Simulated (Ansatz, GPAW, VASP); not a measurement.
One structure in several programs: HgI2 (Cmc2_1, 6 atoms in the cell)

Self-consistent single point.

```
CELL_PARAMETERS angstrom
      2.46657    -3.70211     0.00000
      2.46657     3.70211     0.00000
      0.00000     0.00000    13.90428
ATOMIC_POSITIONS crystal
  Hg 0.65651 0.34349 0.00125
  Hg 0.34349 0.65651 0.50125
  I  0.60265 0.39735 0.63110
  I  0.39735 0.60265 0.13110
  I  0.08497 0.91503 0.37094
  I  0.91503 0.08497 0.87094
```

Shared settings, as Ansatz (a quantum-chemistry and plane-wave program) writes them: kpoints.mp_grid.grid = 6 6 2; scf.occupations.method = fixed. Potentials and cutoffs stand in the table.

| code | model | pressure (GPa) | largest force (eV/Å) | gap on the mesh (eV) | cutoff |
|---|---|---|---|---|---|
| GPAW | PBEsol, GPAW PAW datasets PBEsol (made by gpaw-setup) | -0.19 | 0.149 | 2.200 | 550 eV |
| VASP | PBEsol, VASP's PBE PAW potentials (set 64) | -0.47 | 0.073 | – | 300 eV |
| Ansatz | PBEsol, PAW files made with PBE | -0.49 | 0.041 | 2.133 | 30.9 Ry |

Size of the force on each atom (eV/Å): Sizes of forces hide their directions.

```json
[
 {"code": "GPAW", "Hg1": "0.005", "Hg2": "0.005", "I3": "0.149", "I4": "0.149", "I5": "0.133", "I6": "0.133"},
 {"code": "VASP", "Hg1": "0.006", "Hg2": "0.006", "I3": "0.073", "I4": "0.073", "I5": "0.055", "I6": "0.055"},
 {"code": "Ansatz", "Hg1": "0.006", "Hg2": "0.006", "I3": "0.041", "I4": "0.041", "I5": "0.028", "I6": "0.028"}
]
```

A dash marks a value that a program does not give, or that is left out as unsure.

No gap is tabulated for VASP: it is not read from that output, or partly filled or unconverged empty levels leave it unsure.

Gaps are read on the mesh.

On Ansatz's run: spin-orbit coupling is off.

The spread over the programs that give each value: pressure within 0.30 GPa; largest force within 0.108 eV/Å; gap on the mesh within 0.067 eV.

Ansatz's pressure is given at a fixed set of plane waves, as the other plane-wave codes print theirs.

On the base mesh (4 4 1) the same programs gave: Ansatz pressure -0.41 GPa, gap on the mesh 2.173 eV; GPAW pressure -0.10 GPa, gap on the mesh 2.242 eV; VASP pressure -0.39 GPa.

VASP's run is marked for a possible Pulay error in its stress at this cutoff; no cutoff test was made.

VASP ran the fixed occupations as a Gaussian smearing of 0.01 eV.

The starting cell comes from a database of computed structures (which also holds hypothetical and non-ambient phases and stackings), without a prior relaxation at this level. Its lattice was rescaled by a random factor within 2.5 % of one.

Left out of this page: CP2K (on another mesh); Elk and SIESTA (not drawn, or without a comparable value).

Keys are those of Ansatz 0.2.
